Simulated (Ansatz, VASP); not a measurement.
**TiTe2 (1T-TiTe2 bilayer, AA) in two plane-wave programs**

One calculation is typed for both programs; each brings its own data sets. How far apart do they land? The structure shown is the start of the Ansatz relaxation below; VASP solves that cell, so the two are compared at the walk's first step.

Program: Ansatz 0.2.0. Level of theory: plane waves, with VASP 6.6.1 beside it; single point at PBE with D3(BJ). Results are calculated unless marked as measured.

## 1. Starting point

The cell holds 6 atoms: 4 Te and 2 Ti. Cell: a = 3.750 Å, b = 3.750 Å, c = 52.352 Å, α = 90.0°, β = 90.0°, γ = 120.0°. Vacuum lies along c.

## 2. Ansatz: relaxation, PBE with D3(BJ)

Ansatz runs on its default PAW (the set named soft_2) files.

The two programs are compared at the cell with which this relaxation starts, whose forces are those of its first step.

input.yaml

```yaml
crystal:
  lattice:
    - [3.75, 0.0, 0.0]
    - [-1.875, 3.2475952642, 0.0]
    - [0.0, 0.0, 52.3518433073]
  atoms:
    - { symbol: Te, position: [0.6666666667, 0.3333333333, 0.3982667788] }
    - { symbol: Ti, position: [0.0, 0.0, 0.433374632] }
    - { symbol: Te, position: [0.3333333333, 0.6666666667, 0.4684824851] }
    - { symbol: Te, position: [0.6666666667, 0.3333333333, 0.5315175149] }
    - { symbol: Ti, position: [0.0, 0.0, 0.566625368] }
    - { symbol: Te, position: [0.3333333333, 0.6666666667, 0.6017332212] }
  periodic: [true, true, false]
kpoints:
  mp_grid: { grid: [12, 12, 1] }
hamiltonian:
  xc: pbe
  dispersion: d3bj
scf:
  occupations: { method: fermi_dirac, width: 0.05 }
  convergence: { dr2_threshold: 1.0e-09 }
relax:
  f_tol: 0.004
  max_steps: 90
  cell: {}
output:
  write_potential: true
  write_density: true
  volumetric_format: npy
```

Run with:

```sh
> ansatz run input.yaml --threads 4 --pin off --max-ram 12288MiB --backend cpu --events-out ev --progress --plain --runs-dir out
```

Numbers of over 12 decimals in the logs are rounded to 6 here.

Output:

```text
Warning: relax.cell: scf.convergence.dr2_threshold = 1e-9 eV is looser than the 1.40680404295e-10 eV advised for a relaxation that steers and ends on the stress (1e-10 eV for each atom of the cell: 6, times the square of relax.cell.stress_2d_tol = 0.05 N/m over 20.7 Å (the atoms' height at the walk's start and 5 Å past either face), 2.421e-2 GPa, over a crystal's default 0.05). What an SCF threshold leaves in a stress goes as its square root, and in the free energy as the threshold itself, and one threshold admits the most on a small cell: [figures from the program's tests cut] Set scf.convergence.dr2_threshold to 1.40680404295e-10 eV or tighter. [rest of the remark cut]
Engine: ansatz 0.2.0, aarch64-unknown-linux-gnu
Pseudopotentials: kind: paw
Pseudopotential: Te, paw, valence charge 16, recommended cutoff 420 eV (normal), Te.paw.azcp
Pseudopotential: Ti, paw, valence charge 12, recommended cutoff 420 eV (normal), Ti.paw.azcp
Functional definition: PBE
  parameter kappa = 0.804
  parameter beta = 0.066725
  exchange = pbe_x(kappa = kappa, mu = beta*pi^2/3)
  correlation = pbe_c(beta = beta)
Crystal: 6 atoms, lattice volume = 637.566 Å³
Basis set: ecut = 420 eV, 12535 PW (Γ), exchange–correlation on 54×54×720 points (8 copies of the dense FFT grid, shifted against one another)
Bands: 53, of which v1, the nominal top of the filled ones, is band 44 counted from 1 (43 counted from 0)
Symmetry: 12 space group operations
Space group: P-3m1 (ITA 164), of the structure as read, at distance tolerance 8.6e-5 Å
k-points: 19 of 144
Non-local potential: Te, projectors of the file, l = 0: 2, l = 1: 2, l = 2: 2, l = 3: 2
Non-local potential: Ti, projectors of the file, l = 0: 3, l = 1: 2, l = 2: 3, l = 3: 1
PAW form: soft (Blöchl's): semilocal exchange-correlation on the pseudo side does not see the compensation charge
PAW one-centre angular grid: Te, 590 points (default); XC on 64 Gauss nodes
PAW one-centre angular grid: Ti, 590 points (default); XC on 64 Gauss nodes
Initial density: superposition of atomic densities (neutral atoms: chi_scale 0, normalization atom), corrected by the library's trained network
Initial wavefunctions: pseudopotential atomic-orbital guess
Functional: x = pbe(κ = 0.804, μ = 0.219515), c = pbe(β = 0.066725)
SCF iter   1: F=—  HF=-32925.613522 eV  |F-HF|=—  |Δ(HF+E_count)|=         —  Δρ=1.44e-3  dr2=4.18e-2  ethr=1.77e-3  ⟨swp⟩=14.5  Hψ=5534  notcnv=0
preconditioner: auto → LDOS  [metal: Δε(μ)=0.062 eV  Ē_g=5.879 eV  σ=0.050 eV  W_gap=0.30  n_scr=62 (ndim 8)  ℏωp=8.3 eV  f_vac=0.720  D(μ)=2.86/eV (n_scr^D=14)  β→1.0]
SCF iter   2: F=—  HF=-32925.610854 eV  |F-HF|=—  |Δ(HF+E_count)|=   2.67e-3  Δρ=1.34e-3  dr2=4.70e-2  ethr=4.75e-5  ⟨swp⟩=3.5  Hψ=2357  notcnv=0  defer=8
SCF iter   3: F=—  HF=-32925.607688 eV  |F-HF|=—  |Δ(HF+E_count)|=   3.17e-3  Δρ=3.50e-4  dr2=3.95e-3  ethr=4.75e-5  ⟨swp⟩=2.3  Hψ=1378  notcnv=0  defer=8
SCF iter   4: F=—  HF=-32925.607334 eV  |F-HF|=—  |Δ(HF+E_count)|=   3.54e-4  Δρ=8.78e-5  dr2=8.19e-5  ethr=4.49e-6  ⟨swp⟩=3.0  Hψ=1495  notcnv=0  defer=8
SCF iter   5: F=—  HF=-32925.607360 eV  |F-HF|=—  |Δ(HF+E_count)|=   2.52e-5  Δρ=1.95e-5  dr2=2.58e-6  ethr=9.31e-8  ⟨swp⟩=3.3  Hψ=1966  notcnv=0  defer=8
SCF iter   6: F=—  HF=-32925.607402 eV  |F-HF|=—  |Δ(HF+E_count)|=   4.22e-5  Δρ=8.55e-6  dr2=1.40e-6  ethr=2.93e-9  ⟨swp⟩=3.6  Hψ=2228  notcnv=0  defer=8
SCF iter   7: F=—  HF=-32925.607402 eV  |F-HF|=—  |Δ(HF+E_count)|=   6.74e-7  Δρ=2.64e-6  dr2=1.17e-7  ethr=1.59e-9  ⟨swp⟩=2.8  Hψ=1440  notcnv=0  defer=8
SCF iter   8: F=—  HF=-32925.607403 eV  |F-HF|=—  |Δ(HF+E_count)|=   1.34e-7  Δρ=9.95e-7  dr2=8.27e-9  ethr=1.33e-10  ⟨swp⟩=3.4  Hψ=2035  notcnv=0  defer=8
SCF iter   9: F=-32925.607403 eV  HF=-32925.607403 eV  |F-HF|=8.54e-9  |Δ(HF+E_count)|=   4.35e-8  Δρ=2.54e-7  dr2=5.34e-10  ethr=1.14e-12  ⟨swp⟩=12.4  Hψ=7129  notcnv=0
SCF 1 converged in 9 iterations: F = -32925.607403 eV  dr2 = 5.34e-10
  greatest PAW one-centre occupation: 0.999 electrons in one spin orbital (limit 2), on the Ti atom at site 4 (counted from 0), in its partial waves of l = 0
relax step   1: F+E_penalty+E_count = -32925.60740263 eV  Δ(F+E_penalty+E_count) = +0.000e0 eV  max|allowed force component| = 8.358e-1 eV/Å  Δτ_max = 0.0000 Å  P = -5.871 N/m  Ω = 637.566 Å³  fix = [c, alpha, beta]  reactions: c -0.000 N/m  (9 SCF iters, accepted)
[...]
relax step   7: F+E_penalty+E_count = -32925.88316396 eV  Δ(F+E_penalty+E_count) = -1.605e-5 eV  max|allowed force component| = 1.738e-3 eV/Å  Δτ_max = 0.0044 Å  P = -0.004 N/m  Ω = 615.505 Å³  energy of the carried Pulay correction = +7.985e-4 eV  fix = [c, alpha, beta]  reactions: c -0.000 N/m  (7 SCF iters, accepted)
[...]
relax step   8: F+E_penalty+E_count = -32925.88230564 eV  Δ(F+E_penalty+E_count) = +8.583e-4 eV  max|allowed force component| = 1.732e-3 eV/Å  Δτ_max = 0.0000 Å  P = -0.001 N/m  Ω = 615.505 Å³  fix = [c, alpha, beta]  reactions: c -0.000 N/m  stress off target by 1.34e-3 N/m on what of the cell is left free  SCF on the basis re-selected at this cell (its energy is not comparable with the rows above)  (5 SCF iters)
basis re-selected at this cell: Δ(F+E_penalty+E_count) = +8.583e-4 eV, ΔP = +0.003 N/m vs the last step (what re-selecting the basis moved, of the pressure what is left beyond the Pulay correction that the steps carried, after the strain that the cell walked since its last selection, with what the two solves' SCF thresholds leave and, on support functions, any second-order correction that the steps lacked; it is no measure of the basis error at this ecutwfc). The dense FFT grid was sized anew with the basis: this SCF ran on 25×25×360 points, the steps before it on 27×27×360, so part of this shift can come from that change (see relax.cell in the input reference). [rest of the remark cut]
SCF converged after 5 iterations
Free energy (F): -32925.882306 eV
Harris-Foulkes:  -32925.882306 eV  (|F-HF|=3.36e-9)
Internal energy: -32925.861993 eV  (E = F + TS)
E sigma→0 (E₀):  -32925.872149 eV
Entropy (-TS):   -0.020313 eV (-3.385 meV/atom)
Fermi energy:    -4.821215 eV
--- Per-component energies (eV) ---
  E_band       = -2663.007646
  E_kinetic    = 1268.746314
  E_local      = -539697.144291  (includes V_loc(G=0)·N_el)
  E_nonlocal   = -1223.833337
  E_hartree    = 269757.379634
  E_xc         = -693.961770
  E_vxc        = -663.004041  (∫ρ·V_xc dr)
  E_paw        = -20745.296964  (= ΣΔE_a)
  E_vpaw       = -1862.528398  (= ΣTr[D̂ρ^β])
  E_aug_tail   = -0.000491  (compensation charges beyond the density's cutoff)
  E_ewald      = 258410.867018
  E_disp       = -2.618107  (pairwise vdW)
  E_smearing   = -0.020313  (= −TS)
  E_closure    = -0.000000  (closes the sum)
  Σ components = -32925.882306   (vs F -32925.882306, Δ=0.00e0)
--- Forces (eV/Å), atoms counted from 1 ---
  atom   1  Te     0.00000000     0.00000000     0.00075024
  atom   2  Ti     0.00000000    -0.00000000    -0.00173165
  atom   3  Te     0.00000000    -0.00000000     0.00169452
  atom   4  Te     0.00000000     0.00000000    -0.00169452
  atom   5  Ti     0.00000000     0.00000000     0.00173165
  atom   6  Te     0.00000000    -0.00000000    -0.00075024
  max |Σ_I F_I| component: 4.34e-18 eV/Å
--- 2D stress c σ (N/m, compression-positive) ---
       -0.001339      -0.000000      -0.000000
       -0.000000      -0.001339      -0.000000
       -0.000000      -0.000000      -0.000000
  P = ½ c Tr σ = -0.0013 N/m
--- Band table (eV; the first three rows and the last of 19) ---
  k-point 0: bands = [... 40 lower, -4.4658, -4.3419, -4.3419, -4.3356, -4.3356, -3.8146, -3.6722, -3.6722, ... 5 higher]
  k-point 1: bands = [... 40 lower, -4.8939, -4.7828, -4.6061, -4.5438, -4.4419, -4.1493, -3.5909, -3.5048, ... 5 higher]
  k-point 2: bands = [... 40 lower, -5.9082, -5.3075, -5.0179, -4.9009, -4.5299, -4.3126, -3.6262, -3.3611, ... 5 higher]
  k-point 18: bands = [... 40 lower, -7.0317, -7.0317, -6.6976, -6.6976, -3.6898, -3.6898, -3.6256, -3.6203, ... 5 higher]
  the weakly bound empty levels are not read free of the cell's end (no_gap_told)
--- Relaxed structure (7 steps of the walk, 6 accepted, 1 SCFs on fresh bases) ---
  F+E_penalty+E_count = -32925.88230564 eV   max|allowed force component| = 1.732e-3 eV/Å   (the final SCF, on the basis selected at the relaxed cell)
  cell:  # Å, volume = 615.5049 Å³
    - [3.684550, 0.0, 0]
    - [-1.842275, 3.190914, 0]
    - [0, 0, 52.3518433073]
  atoms:
    - { symbol: Te, position: [0.666667, 0.333333, 0.404713] }
    - { symbol: Ti, position: [9.111649856559605e-18, 0, 0.438466] }
    - { symbol: Te, position: [0.333333, 0.666667, 0.471593] }
    - { symbol: Te, position: [0.666667, 0.333333, 0.528407] }
    - { symbol: Ti, position: [-9.111649856559607e-18, 0, 0.561534] }
    - { symbol: Te, position: [0.333333, 0.666667, 0.595287] }
```

Reading the cycles: dr2 is the Hartree energy of the density residual (eV), the measure of convergence; HF is the Harris–Foulkes estimate of the energy, which meets the free energy F at convergence.

## 3. VASP: single point, PBE with D3(BJ), start cell

The same cell, functional, mesh and smearing now go to VASP, with its own data sets.

Lines of VASP's logs that name or quote its potential files are left out, and so is its time.

INCAR

```
SYSTEM = TiTe2
PREC = Accurate
ENCUT = 400
EDIFF = 1E-06
NELM = 120
ISMEAR = -1
SIGMA = 0.05
LREAL = .FALSE.
ALGO = Normal
GGA = PE
IVDW = 12
NBANDS = 30
LASPH = .TRUE.
LORBIT = 11
LWAVE = .FALSE.
LCHARG = .FALSE.
ISIF = 2
LDIPOL = .TRUE.
IDIPOL = 3
DIPOL = 0.5 0.5 0.5
LVHAR = .TRUE.
GGA_COMPAT = .FALSE.
NELMDL = -8
KPAR = 2
```

POSCAR

```
TiTe2
1.0
    3.7500000000      0.0000000000      0.0000000000
   -1.8750000000      3.2475950000      0.0000000000
    0.0000000000      0.0000000000     52.3518430000
Te Ti
4 2
Direct
    0.6666667180      0.3333334360      0.3982667812
    0.3333334360      0.6666668719      0.4684824945
    0.6666667180      0.3333334360      0.5315175246
    0.3333334360      0.6666668719      0.6017332188
    0.0000000000      0.0000000000      0.4333746378
    0.0000000000      0.0000000000      0.5666253622
```

KPOINTS

```
Automatic mesh
0
Gamma
12 12 1
0 0 0
```

PAW data sets: Te and Ti_sv (PBE family, release 64).

Run with:

```sh
> mpirun -np 2 vasp_std
```

Output:

```text
[banner, memory and clock lines left out]
running    2 mpi-ranks, on    1 nodes
 distrk:  each k-point on    1 cores,    2 groups
 distr:  one band on    1 cores,    1 groups

 POSCAR found type information on POSCAR TeTi
 POSCAR found :  2 types and       6 ions
 LDA part: xc-table for (Slater+PW92), standard interpolation
|                                                                             |
|           W    W    AA    RRRRR   N    N  II  N    N   GGGG   !!!           |
|           W    W   A  A   R    R  NN   N  II  NN   N  G    G  !!!           |
|           W    W  A    A  R    R  N N  N  II  N N  N  G       !!!           |
|           W WW W  AAAAAA  RRRRR   N  N N  II  N  N N  G  GGG   !            |
|           WW  WW  A    A  R   R   N   NN  II  N   NN  G    G                |
|           W    W  A    A  R    R  N    N  II  N    N   GGGG   !!!           |
|                                                                             |
|     One of the lattice vectors is very long (>50 A), but AMIN is rather     |
|     large. This can spoil convergence since charge sloshing might occur     |
|     along the long lattice vector. If problems with convergence are         |
|     observed, try to decrease AMIN to a smaller value (e.g. 0.01).          |
|     Note: This warning only applies if the self-consistency cycle is        |
|     used.                                                                   |
|                                                                             |

 POSCAR, INCAR and KPOINTS ok, starting setup
 FFT: planning ... GRIDC
 FFT: planning ... GRID_SOFT
 FFT: planning ... GRID
 WAVECAR not read
 entering main loop
       N       E                     dE             d eps       ncg     rms          rms(c)
DAV:   1     0.350980974548E+03    0.35098E+03   -0.17866E+04  1476   0.989E+02
DAV:   2     0.108173939664E+02   -0.34016E+03   -0.33295E+03  1590   0.274E+02
DAV:   3    -0.317279673936E+02   -0.42545E+02   -0.42162E+02  1686   0.894E+01
DAV:   4    -0.368267386520E+02   -0.50988E+01   -0.50854E+01  1846   0.278E+01
DAV:   5    -0.372517913373E+02   -0.42505E+00   -0.42501E+00  1544   0.588E+00
DAV:   6    -0.372564412237E+02   -0.46499E-02   -0.46498E-02  1676   0.979E-01
DAV:   7    -0.372565470363E+02   -0.10581E-03   -0.10581E-03  1712   0.137E-01
DAV:   8    -0.372565497364E+02   -0.27001E-05   -0.26998E-05  1518   0.205E-02    0.168E+01
DAV:   9    -0.385806853442E+02   -0.13241E+01   -0.76356E+01  1556   0.484E+01    0.249E+01
DAV:  10    -0.332499318481E+02    0.53308E+01   -0.73840E+01  1550   0.470E+01    0.959E+00
DAV:  11    -0.326487178732E+02    0.60121E+00   -0.31589E+00  1382   0.970E+00    0.557E+00
DAV:  12    -0.323199521660E+02    0.32877E+00   -0.39181E+00  1568   0.106E+01    0.275E+00
DAV:  13    -0.323094288972E+02    0.10523E-01   -0.11049E+00  1528   0.631E+00    0.174E+00
DAV:  14    -0.322686923792E+02    0.40737E-01   -0.11197E-01  1502   0.200E+00    0.106E+00
[...]
DAV:  24    -0.322641525409E+02   -0.25488E-04   -0.71402E-07   754   0.414E-03    0.606E-03
DAV:  25    -0.322641983338E+02   -0.45793E-04   -0.18012E-06   862   0.518E-03    0.274E-03
DAV:  26    -0.322642116027E+02   -0.13269E-04   -0.39837E-07   752   0.235E-03    0.238E-03
DAV:  27    -0.322642169300E+02   -0.53272E-05   -0.18533E-07   606   0.221E-03    0.193E-03
DAV:  28    -0.322642253786E+02   -0.84487E-05   -0.18582E-07   652   0.171E-03    0.955E-04
DAV:  29    -0.322642284705E+02   -0.30918E-05   -0.96583E-08   606   0.120E-03    0.110E-03
DAV:  30    -0.322642297950E+02   -0.13246E-05   -0.34181E-08   606   0.104E-03    0.659E-04
DAV:  31    -0.322642303993E+02   -0.60428E-06   -0.15860E-08   606   0.492E-04
   1 F= -.34665163E+02 E0= -.34652950E+02  d E =-.244257E-01
```

(Part 1 of 2 ends here.)

[Lines on the potential files, build, host, timing and source positions are cut from VASP's logs without a mark.]

[Logs are printed without paths, hosts, clocks, repeated set-up lines and the standing remarks that a program may print on its own settings, such as how far it seeks lower states.]

[Hosts, paths, dates, database ids (printed as entryN), source tags and the programs' standing remarks are cut or masked in the printed files.]
